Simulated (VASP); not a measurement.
Consider the following.

```
NiSi2
1.0
    0.00000     2.69851     2.69851
    2.69851     0.00000     2.69851
    2.69851     2.69851     0.00000
Si Ni
2 1
Direct
  0.25000   0.25000   0.25000
  0.72221   0.77779   0.77779
  0.00000   0.00000   0.00000
```

All values below come from PBEsol GGA, VASP's PBE PAW potentials (set 64) (plane waves; VASP). Settings: 480 eV cut-off, 10×10×10 Γ-centred mesh, first-order Methfessel-Paxton smearing of 0.10 eV, potentials Si Ni.

Problem. Which forces act on the atoms, in eV/Å?

Solution. 
| atom | Fx | Fy | Fz |
|---|---|---|---|
| Si1 | 0.515 | 0.000 | 0.000 |
| Si2 | -1.257 | 0.000 | 0.000 |
| Ni3 | 0.742 | 0.000 | 0.000 |

Problem. Give the stress tensor in GPa (positive for a compressed cell).

Solution. 
```
1.46  0.00  0.00
0.00  0.34  4.41
0.00  4.41  0.34
```
The pressure is its mean diagonal, 0.71 GPa.

The compound is NiSi2 in the fluorite structure. This cell was strained or had an atom moved on purpose. The run is not spin-polarised, so no magnetic state was tried.
